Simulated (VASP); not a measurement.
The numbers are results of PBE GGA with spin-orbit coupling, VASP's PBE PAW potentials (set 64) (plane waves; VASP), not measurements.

A VASP calculation is set up with these files.

INCAR:
```
SYSTEM = KI
PREC = Accurate
ENCUT = 300
EDIFF = 1E-6
NELM = 100
ALGO = Normal
LREAL = .FALSE.
LASPH = .TRUE.
ISMEAR = -1
SIGMA = 0.05
GGA = PE
LMAXMIX = 4
LWAVE = .FALSE.
LCHARG = .FALSE.
ISIF = 2
LSORBIT = .TRUE.
LNONCOLLINEAR = .TRUE.
MAGMOM = 0.0 0.0 0.0 0.0 0.0 0.0
GGA_COMPAT = .FALSE.
LORBIT = 11
```

POSCAR:
```
KI
1
    0.0000000000     3.5350000000     3.5350000000
    3.5350000000     0.0000000000     3.5350000000
    3.5350000000     3.5350000000     0.0000000000
K I
1 1
Direct
  0.0000000000   0.0000000000   0.0000000000
  0.5000000000   0.5000000000   0.5000000000
```

### KPOINTS
```
Automatic mesh
0
Gamma
6 6 6
0 0 0
```

POTCAR, in this order: K_sv I (PBE.64 set). Program: vasp_ncl.

Output

OSZICAR:
```
       N       E                     dE             d eps       ncg     rms          rms(c)
DAV:   1     0.760213115139E+02    0.76021E+02   -0.49788E+03   776   0.743E+02
DAV:   2     0.748808013818E-01   -0.75946E+02   -0.72703E+02   968   0.216E+02
DAV:   3    -0.560700242008E+01   -0.56819E+01   -0.56663E+01  1256   0.509E+01
DAV:   4    -0.576349401033E+01   -0.15649E+00   -0.15620E+00  1112   0.824E+00
DAV:   5    -0.576671264628E+01   -0.32186E-02   -0.32185E-02  1112   0.996E-01    0.455E+00
DAV:   6    -0.568095254713E+01    0.85760E-01   -0.11966E-01  1000   0.230E+00    0.304E+00
DAV:   7    -0.567257194190E+01    0.83806E-02   -0.79943E-02   968   0.160E+00    0.200E+00
DAV:   8    -0.568057175804E+01   -0.79998E-02   -0.24166E-02  1080   0.874E-01    0.529E-01
DAV:   9    -0.568231855420E+01   -0.17468E-02   -0.63163E-03   872   0.499E-01    0.119E-01
DAV:  10    -0.568245905412E+01   -0.14050E-03   -0.30050E-04  1080   0.123E-01    0.525E-02
DAV:  11    -0.568270592967E+01   -0.24688E-03   -0.21565E-04   872   0.922E-02    0.403E-02
DAV:  12    -0.568273290127E+01   -0.26972E-04   -0.24248E-05  1000   0.334E-02    0.986E-03
DAV:  13    -0.568273584560E+01   -0.29443E-05   -0.21312E-06   816   0.925E-03    0.602E-03
DAV:  14    -0.568273679649E+01   -0.95089E-06   -0.16768E-06   792   0.771E-03
   1 F= -.56827368E+01 E0= -.56827368E+01  d E =-.454602E-10  mag=    -0.0000    -0.0000    -0.0000
```

OUTCAR:
```
------------------------ aborting loop because EDIFF is reached ----------------------------------------
  FORCE on cell =-STRESS in cart. coord.  units (eV):
  Direction    XX          YY          ZZ          XY          YZ          ZX
  --------------------------------------------------------------------------------------
  Total        0.2725329      0.2725329      0.2725329      0.0000000     -0.0000000      0.0000000
  in kB        4.9423242      4.9423242      4.9423242      0.0000000     -0.0000000      0.0000000
  external PRESSURE =       4.9423242 kB  Pullay stress =       0.0000000 kB
  volume of cell :       88.35
      direct lattice vectors                 reciprocal lattice vectors
     0.000000000  3.535000000  3.535000000    -0.141442716  0.141442716  0.141442716
     3.535000000  0.000000000  3.535000000     0.141442716 -0.141442716  0.141442716
     3.535000000  3.535000000  0.000000000     0.141442716  0.141442716 -0.141442716
  FREE ENERGIE OF THE ION-ELECTRON SYSTEM (eV)
  ---------------------------------------------------
  free  energy   TOTEN  =        -5.6827367965 eV

  energy  without entropy=       -5.6827367964  energy(sigma->0) =       -5.68273680

 total charge

# of ion       s       p       d       tot
------------------------------------------
    1        1.957   5.563   0.023   7.543
    2        1.492   2.855   0.001   4.349
--------------------------------------------------
tot          3.450   8.419   0.024  11.892

 magnetization (x)

# of ion       s       p       d       tot
------------------------------------------
    1        0.000   0.000   0.000   0.000
    2        0.000  -0.000   0.000  -0.000
--------------------------------------------------
tot          0.000  -0.000   0.000  -0.000

 magnetization (y)

# of ion       s       p       d       tot
------------------------------------------
    1        0.000   0.000   0.000   0.000
    2        0.000  -0.000   0.000  -0.000
--------------------------------------------------
tot          0.000  -0.000   0.000  -0.000

 magnetization (z)

# of ion       s       p       d       tot
------------------------------------------
    1        0.000   0.000   0.000   0.000
    2        0.000  -0.000   0.000  -0.000
--------------------------------------------------
tot          0.000  -0.000   0.000  -0.000

 Ion:    1  E_soc:     -0.0081673

 Ion:    2  E_soc:     -0.2466185
```
(Selected blocks of OUTCAR.)

At this cut-off the stress carries a Pulay error, which pulls relaxed volumes low.

The structure is a typed KI crystal. The cell was not relaxed at this level. The run is one of a series of settings (GGA_COMPAT = .FALSE., LNONCOLLINEAR = .TRUE., LSORBIT = .TRUE., MAGMOM = 0.0 0.0 0.0 0.0 0.0 0.0, program vasp_ncl against the base run), some of them coarse on purpose.
